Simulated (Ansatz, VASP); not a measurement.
# SiPb3S in VASP and in Ansatz

Contents of INCAR:

```
SYSTEM = SiPb3S
ALGO = Normal ; EDIFF = 1E-6
ENCUT = 520 ; GGA = CA
ISIF = 2 ; ISMEAR = 0
LASPH = .True. ; LCHARG = .True.
LELF = .True. ; LREAL = .False.
LVHAR = .True. ; LWAVE = .False.
NBANDS = 34 ; NELM = 100
PREC = Accurate ; SIGMA = 0.05
```

File KPOINTS:

```
k-points
0
Gamma
  4 4 4
  0 0 0
```

The input POSCAR:

```
SiPb3S
1.0
    6.0600000000      0.0000000000      0.0000000000
    0.0000000000      6.0600000000      0.0000000000
    0.0000000000      0.0000000000      6.0600000000
Si S Pb
1 1 3
Direct
    0.0000000000      0.0000000000      0.0000000000
    0.5000000000      0.5000000000      0.5000000000
    0.5000000000      0.5000000000      0.0000000000
    0.5000000000      0.0000000000      0.5000000000
    0.0000000000      0.5000000000      0.5000000000
```

Input for Ansatz:

```yaml
crystal:
  lattice:
    - [6.06, 0.0, 0.0]
    - [0.0, 6.06, 0.0]
    - [0.0, 0.0, 6.06]
  atoms:
    - { symbol: Si, position: [0.0, 0.0, 0.0] }
    - { symbol: S, position: [0.5, 0.5, 0.5] }
    - { symbol: Pb, position: [0.5, 0.5, 0.0] }
    - { symbol: Pb, position: [0.5, 0.0, 0.5] }
    - { symbol: Pb, position: [0.0, 0.5, 0.5] }
basis:
  ecutwfc: 420
kpoints:
  mp_grid: { grid: [4, 4, 4] }
hamiltonian:
  xc: lda
scf:
  occupations: { method: gaussian, width: 0.05 }
output:
  forces: true
  stress: true
  eigenvalues: true
```

The cell comes from a database or a generator and needn't be the stable form of this composition.

Alike in both runs: task single point; functional LDA; k mesh 4 × 4 × 4; occupations gaussian, width 0.05 eV; no spin polarisation.

|  | VASP | Ansatz |
| --- | --- | --- |
| version | VASP 6.6.1 | Ansatz 0.2.0 |
| potentials or method | VASP PAW LDA potentials, release 64 (Si, S, Pb_d) | scalar-relativistic, plane waves, PAW |
| plane-wave cutoff (eV) | 520 | 420 |
| valence electrons in the cell | 52 | 52 |

|  | VASP | Ansatz | Ansatz less VASP |
| --- | --- | --- | --- |
| gap on the k mesh at the Fermi level (eV) | none | none | - |
| pressure (GPa) | -7.4 | -7.4 | +0.03 |

A gap of «none» marks a metal or a gap that the smearing closes.

The runs have no spin-orbit coupling, so splittings on Pb are missing.
